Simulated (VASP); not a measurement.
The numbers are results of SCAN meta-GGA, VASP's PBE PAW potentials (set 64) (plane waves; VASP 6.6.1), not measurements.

Input for VASP

INCAR:
```
SYSTEM = NdGa2
PREC = Accurate
ENCUT = 400
EDIFF = 1E-6
NELM = 100
ALGO = Normal
LREAL = .FALSE.
LASPH = .TRUE.
ISMEAR = 1
SIGMA = 0.1
METAGGA = SCAN
LMIXTAU = .TRUE.
LMAXMIX = 6
LWAVE = .FALSE.
LCHARG = .FALSE.
IBRION = 2
ISIF = 3
NSW = 60
EDIFFG = -0.02
```

**KPOINTS**
```
Regular mesh
0
gamma
8 8 8
0 0 0
```

File POSCAR:
```
NdGa2
1.0
  4.2203290845   0.0000000000   0.0000000000
 -2.1101645423   3.6549123865   0.0000000000
  0.0000000000   0.0000000000   4.2179502197
Nd Ga
1 2
Cart
  2.1101645422   3.6549123865   0.0000000000
 -0.0000021102   2.4366094760   2.1089751098
  2.1101666524   1.2183029105   2.1089751098
```

POTCAR, in this order: Nd_3 Ga_d (PBE.64 set). Program: vasp_std.

The run wrote:

OSZICAR:
```
...
DAV:  14    -0.787671957260E+02   -0.23623E-03   -0.16356E-03  2380   0.346E-01    0.943E-02
DAV:  15    -0.787664618476E+02    0.73388E-03   -0.45970E-03  2266   0.579E-01    0.765E-02
DAV:  16    -0.787691534755E+02   -0.26916E-02   -0.61229E-03  2248   0.687E-01    0.202E-01
DAV:  17    -0.787704330616E+02   -0.12796E-02   -0.29323E-03  2840   0.408E-01    0.328E-01
DAV:  18    -0.787700895032E+02    0.34356E-03   -0.30513E-04  2894   0.139E-01    0.296E-01
DAV:  19    -0.787702112090E+02   -0.12171E-03   -0.12413E-04  2494   0.992E-02    0.288E-01
DAV:  20    -0.787704743813E+02   -0.26317E-03   -0.27660E-03  2206   0.441E-01    0.180E-01
DAV:  21    -0.787696363995E+02    0.83798E-03   -0.14104E-03  2254   0.343E-01    0.172E-01
DAV:  22    -0.787696722527E+02   -0.35853E-04   -0.21741E-04  2726   0.130E-01    0.166E-01
DAV:  23    -0.787695496442E+02    0.12261E-03   -0.31928E-05  2522   0.467E-02    0.152E-01
DAV:  24    -0.787691555454E+02    0.39410E-03   -0.23910E-04  2320   0.143E-01    0.118E-01
DAV:  25    -0.787687862142E+02    0.36933E-03   -0.41599E-04  2224   0.182E-01    0.546E-02
DAV:  26    -0.787686450752E+02    0.14114E-03   -0.18194E-04  2838   0.114E-01    0.252E-02
DAV:  27    -0.787685955874E+02    0.49488E-04   -0.37410E-05  2604   0.504E-02    0.127E-02
DAV:  28    -0.787685667567E+02    0.28831E-04   -0.16622E-05  2488   0.381E-02    0.413E-03
DAV:  29    -0.787685548970E+02    0.11860E-04   -0.23688E-05  2266   0.444E-02    0.314E-03
DAV:  30    -0.787685504555E+02    0.44415E-05   -0.27730E-06  2310   0.142E-02    0.244E-03
DAV:  31    -0.787685462015E+02    0.42539E-05   -0.12343E-06  1544   0.108E-02    0.169E-03
DAV:  32    -0.787685387462E+02    0.74554E-05   -0.62474E-07  1376   0.843E-03    0.127E-03
DAV:  33    -0.787685407103E+02   -0.19642E-05   -0.26627E-07  1202   0.624E-03    0.154E-03
DAV:  34    -0.787685377114E+02    0.29989E-05   -0.15739E-07  1184   0.493E-03    0.115E-03
DAV:  35    -0.787685365317E+02    0.11798E-05   -0.69290E-08  1178   0.321E-03    0.908E-04
DAV:  36    -0.787685358689E+02    0.66275E-06   -0.12312E-07  1160   0.365E-03
   1 F= -.78768536E+02 E0= -.78768239E+02  d E =-.787685E+02
       N       E                     dE             d eps       ncg     rms          rms(c)
DAV:   1    -0.789587358658E+02   -0.19020E+00   -0.33423E+00  2740   0.240E+01    0.235E+00
DAV:   2    -0.788200031952E+02    0.13873E+00   -0.48056E-01  2822   0.922E+00    0.114E+00
DAV:   3    -0.787861267254E+02    0.33876E-01   -0.14942E-01  2710   0.344E+00    0.302E-01
DAV:   4    -0.787779357386E+02    0.81910E-02   -0.10885E-01  2376   0.285E+00    0.145E-01
DAV:   5    -0.787717441770E+02    0.61916E-02   -0.24880E-02  2646   0.133E+00    0.137E-01
DAV:   6    -0.787721500600E+02   -0.40588E-03   -0.38827E-03  2504   0.473E-01    0.107E-01
DAV:   7    -0.787716497025E+02    0.50036E-03   -0.49094E-03  2272   0.699E-01    0.346E-02
DAV:   8    -0.787719225381E+02   -0.27284E-03   -0.42899E-03  2206   0.700E-01    0.253E-02
DAV:   9    -0.787718748184E+02    0.47720E-04   -0.15506E-04  2892   0.110E-01    0.125E-02
DAV:  10    -0.787719046180E+02   -0.29800E-04   -0.94458E-05  2332   0.844E-02    0.421E-03
DAV:  11    -0.787719455684E+02   -0.40950E-04   -0.13347E-04  2248   0.106E-01    0.660E-03
DAV:  12    -0.787719380044E+02    0.75639E-05   -0.13659E-05  2374   0.302E-02    0.209E-03
DAV:  13    -0.787719404031E+02   -0.23987E-05   -0.89188E-07  1962   0.728E-03    0.128E-03
DAV:  14    -0.787719430472E+02   -0.26441E-05   -0.14098E-06  1756   0.872E-03    0.958E-04
DAV:  15    -0.787719448089E+02   -0.17617E-05   -0.37110E-07  1310   0.629E-03    0.235E-04
DAV:  16    -0.787719482477E+02   -0.34388E-05   -0.11021E-07  1256   0.395E-03    0.349E-04
DAV:  17    -0.787719475659E+02    0.68185E-06   -0.74844E-08  1202   0.286E-03
   2 F= -.78771948E+02 E0= -.78771582E+02  d E =-.341170E-02
       N       E                     dE             d eps       ncg     rms          rms(c)
DAV:   1    -0.787922934837E+02   -0.20345E-01   -0.35196E-01  2752   0.756E+00    0.778E-01
DAV:   2    -0.787776203480E+02    0.14673E-01   -0.53340E-02  2848   0.312E+00    0.369E-01
DAV:   3    -0.787749032299E+02    0.27171E-02   -0.15302E-02  2734   0.113E+00    0.103E-01
DAV:   4    -0.787737985792E+02    0.11047E-02   -0.13425E-02  2416   0.102E+00    0.473E-02
DAV:   5    -0.787729152419E+02    0.88334E-03   -0.25783E-03  2606   0.417E-01    0.435E-02
DAV:   6    -0.787728937770E+02    0.21465E-04   -0.29785E-04  2612   0.121E-01    0.356E-02
DAV:   7    -0.787730357731E+02   -0.14200E-03   -0.79119E-04  2200   0.287E-01    0.110E-02
DAV:   8    -0.787727254270E+02    0.31035E-03   -0.10664E-03  2200   0.330E-01    0.941E-03
DAV:   9    -0.787727145953E+02    0.10832E-04   -0.40563E-05  2484   0.537E-02    0.606E-03
DAV:  10    -0.787727132770E+02    0.13183E-05   -0.97473E-07  2018   0.596E-03    0.614E-03
DAV:  11    -0.787727114061E+02    0.18709E-05   -0.11405E-06  1692   0.990E-03    0.537E-03
DAV:  12    -0.787727239217E+02   -0.12516E-04   -0.75264E-06  2262   0.261E-02    0.492E-03
DAV:  13    -0.787727181268E+02    0.57949E-05   -0.10837E-06  1658   0.852E-03    0.470E-03
DAV:  14    -0.787727104579E+02    0.76689E-05   -0.58223E-07  1438   0.664E-03    0.296E-03
DAV:  15    -0.787727070025E+02    0.34554E-05   -0.17566E-07  1172   0.392E-03    0.153E-03
DAV:  16    -0.787727027340E+02    0.42685E-05   -0.15873E-07  1130   0.378E-03    0.408E-04
DAV:  17    -0.787727005052E+02    0.22288E-05   -0.53733E-08  1118   0.240E-03    0.246E-04
DAV:  18    -0.787726993384E+02    0.11668E-05   -0.65823E-08  1118   0.238E-03    0.210E-04
DAV:  19    -0.787726992414E+02    0.96974E-07   -0.15252E-08  1118   0.113E-03
   3 F= -.78772699E+02 E0= -.78772353E+02  d E =-.416337E-02
       N       E                     dE             d eps       ncg     rms          rms(c)
DAV:   1    -0.787754751534E+02   -0.27758E-02   -0.47061E-02  2740   0.279E+00    0.283E-01
DAV:   2    -0.787732468827E+02    0.22283E-02   -0.70171E-03  2848   0.112E+00    0.135E-01
DAV:   3    -0.787727930062E+02    0.45388E-03   -0.21071E-03  2720   0.417E-01    0.371E-02
DAV:   4    -0.787726385163E+02    0.15449E-03   -0.18788E-03  2360   0.379E-01    0.173E-02
DAV:   5    -0.787725563387E+02    0.82178E-04   -0.39027E-04  2594   0.162E-01    0.156E-02
DAV:   6    -0.787725862865E+02   -0.29948E-04   -0.47797E-05  2648   0.478E-02    0.127E-02
DAV:   7    -0.787725927493E+02   -0.64628E-05   -0.10532E-04  2212   0.108E-01    0.386E-03
DAV:   8    -0.787726274257E+02   -0.34676E-04   -0.12841E-04  2200   0.120E-01    0.335E-03
DAV:   9    -0.787726197869E+02    0.76387E-05   -0.83677E-06  1926   0.260E-02    0.179E-03
DAV:  10    -0.787726200051E+02   -0.21814E-06   -0.19989E-07  1646   0.398E-03
   4 F= -.78772620E+02 E0= -.78772265E+02  d E =-.408414E-02
       N       E                     dE             d eps       ncg     rms          rms(c)
DAV:   1    -0.787815312925E+02   -0.89115E-02   -0.21869E-01  2434   0.437E+00    0.558E-01
DAV:   2    -0.787782331758E+02    0.32981E-02   -0.15983E-02  2470   0.168E+00    0.330E-01
DAV:   3    -0.787767847166E+02    0.14485E-02   -0.29087E-02  2310   0.141E+00    0.693E-02
DAV:   4    -0.787743758519E+02    0.24089E-02   -0.68600E-03  2230   0.749E-01    0.404E-02
DAV:   5    -0.787746301563E+02   -0.25430E-03   -0.18792E-03  2296   0.389E-01    0.284E-02
DAV:   6    -0.787741894114E+02    0.44074E-03   -0.32508E-03  2224   0.518E-01    0.848E-03
DAV:   7    -0.787741098540E+02    0.79557E-04   -0.14980E-03  2212   0.344E-01    0.554E-03
DAV:   8    -0.787740043911E+02    0.10546E-03   -0.40523E-04  2272   0.177E-01    0.370E-03
DAV:   9    -0.787740127472E+02   -0.83561E-05   -0.10252E-04  2368   0.940E-02    0.892E-04
DAV:  10    -0.787739917102E+02    0.21037E-04   -0.62546E-05  2260   0.737E-02    0.379E-04
DAV:  11    -0.787739885560E+02    0.31542E-05   -0.72948E-06  2166   0.236E-02    0.315E-04
DAV:  12    -0.787739880475E+02    0.50848E-06   -0.21906E-07  1652   0.416E-03
   5 F= -.78773988E+02 E0= -.78773610E+02  d E =-.136804E-02
```

**OUTCAR**
```
------------------------ aborting loop because EDIFF is reached ----------------------------------------
  FORCE on cell =-STRESS in cart. coord.  units (eV):
  Direction    XX          YY          ZZ          XY          YZ          ZX
  --------------------------------------------------------------------------------------
  Total        0.0038726      0.0038726      0.0084729     -0.0000000     -0.0000000      0.0000000
  in kB        0.0939955      0.0939955      0.2056522     -0.0000000     -0.0000000      0.0000000
  external PRESSURE =       0.1312144 kB  Pullay stress =       0.0000000 kB
  volume of cell :       66.01
      direct lattice vectors                 reciprocal lattice vectors
     4.220323625  0.000000000 -0.000000000     0.236948653  0.136802362  0.000000000
    -2.110161813  3.654907658  0.000000000    -0.000000000  0.273604724  0.000000000
    -0.000000000 -0.000000000  4.279442173     0.000000000 -0.000000000  0.233675316
 POSITION                                       TOTAL-FORCE (eV/Angst)
 -----------------------------------------------------------------------------------
     -0.00000     -0.00000      0.00000         0.000000      0.000000      0.000000
     -0.00000      2.43661      2.13972        -0.000000      0.000000     -0.000000
      2.11016      1.21830      2.13972         0.000000     -0.000000      0.000000
 -----------------------------------------------------------------------------------
    total drift:                                0.000000      0.000000      0.000000
  FREE ENERGIE OF THE ION-ELECTRON SYSTEM (eV)
  ---------------------------------------------------
  free  energy   TOTEN  =       -78.7739880475 eV

  energy  without entropy=      -78.7728532207  energy(sigma->0) =      -78.77360977

 reached required accuracy - stopping structural energy minimisation
```
(Selected blocks of OUTCAR.)

File CONTCAR:
```
NdGa2
   1.00000000000000
     4.2203236249082998    0.0000000000000018   -0.0000000000000000
    -2.1101618125041486    3.6549076583431490    0.0000000000000000
    -0.0000000000000000   -0.0000000000000000    4.2794421726045719
  Nd              Ga
     1     2
Direct
     0.0000000000000000    0.0000000000000000    0.0000000000000000
     0.3333330000000032    0.6666669999999968    0.5000000000000000
     0.6666669999999968    0.3333330000000032    0.5000000000000000
```

The 4f electrons are frozen in the core of the lanthanide potential, so 4f levels, which can set the real gap, and their magnetism are missing.

The structure comes from a measured NdGa2 entry (P6/mmm) of the Crystallography Open Database, whose conditions weren't checked. This run relaxes it. Symmetry was kept, so distortions that lower it aren't found. The start is the result of an earlier pass. The electron count is odd and the run is not spin-polarised, which forces a metal.
